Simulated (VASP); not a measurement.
Given:

```xyz
3
Lattice="0.0000 3.5196 3.5196 3.5196 0.0000 3.5196 3.5196 3.5196 0.0000" Properties=species:S:1:pos:R:3 pbc="T T T"
Sr     0.0000     0.0000     0.0000
Cl     1.7598     1.7598     1.7598
Cl     5.2794     5.2794     5.2794
```

These are PBE GGA, VASP's PBE PAW potentials (set 64) (plane waves; VASP 6.6.1) values and carry that method's errors. Run with 400 eV cut-off, 6×6×6 Γ-centred mesh, Gaussian smearing of 0.010 eV, potentials Sr_sv Cl.

Task: The job: SrCl2 (fluorite), 3 atoms, PBE, DFPT for ε, Born charges and Γ modes, 400 eV, 6×6×6 Γ-centred mesh. Roughly how much core time does it take on a busy server core?

Result: About 5 core-minutes (one run on a shared machine, a rough figure). It had 16 irreducible k-points, 16 bands, up to 1596 plane waves and 216 electronic steps.

The compound is SrCl2 in the fluorite structure. It was relaxed first.
